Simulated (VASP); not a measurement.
Given:

```xyz
4
Lattice="3.9421 0.0000 0.0000 -1.9711 3.4140 0.0000 0.0000 0.0000 5.8565" Properties=species:S:1:pos:R:3 pbc="T T T"
Zn     0.0000     2.2760     1.4641
Zn     1.9711     1.1380     4.3924
S      0.0000     2.2760     4.3924
S      1.9711     1.1380     1.4641
```

Level of theory: r2SCAN meta-GGA, VASP's PBE PAW potentials (set 64) (plane waves; VASP). Run with 400 eV cut-off, 7×7×4 Γ-centred mesh, tetrahedra with Blöchl corrections, potentials Zn S.

The cores are frozen, which limits the accuracy of field gradients.

**Question.** Give the principal components of the electric field gradient (V/Å²) and the asymmetry η at each nucleus.

**Answer.** 
| atom | Vxx | Vyy | Vzz | η |
|---|---|---|---|---|
| Zn1 | -46.7 | -46.7 | 93.3 | 0.00 |
| Zn2 | -46.7 | -46.7 | 93.3 | 0.00 |
| S3 | 38.1 | 38.1 | -76.2 | 0.00 |
| S4 | 38.1 | 38.1 | -76.2 | 0.00 |

The structure was generated: ZnS was put into the h-BN type (P6_3/mmc), which need not be its known phase. It was relaxed first, which changed the volume by -35 %.
